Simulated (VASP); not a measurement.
```xyz
3
Lattice="1.7700 -3.0657 0.0000 1.7700 3.0657 0.0000 0.0000 0.0000 6.0100" Properties=species:S:1:pos:R:3 pbc="T T T"
Ti     0.0000     0.0000     0.0000
Se     1.7700     1.0219     1.5326
Se     1.7700    -1.0219     4.4775
```

The numbers are results of PBE GGA, VASP's PBE PAW potentials (set 64) (plane waves; VASP), not measurements. Settings: 400 eV cut-off, 12×12×7 Γ-centred mesh, first-order Methfessel-Paxton smearing of 0.10 eV, potentials Ti_sv Se.

Gaps are read on the run's mesh, which can miss a band edge.

Question: Predict the energy per atom (σ→0), pressure, band gap (on the k-mesh) with the smallest direct gap where there is one.

Answer: 
```json
{
  "band gap (on the k-mesh)": "none (metal, semimetal or under 0.01 eV)",
  "energy per atom (σ→0)": "-6.058 eV/atom",
  "pressure": "1.25 GPa"
}
```

The absolute energy has meaning only against runs of the same code, potentials and settings.

The compound is TiSe2 in the 1T layered structure. The cell was not relaxed at this level. The run is one of a series of settings (KPOINTS 12×12×7 Γ-centred mesh against the base run), some of them coarse on purpose.
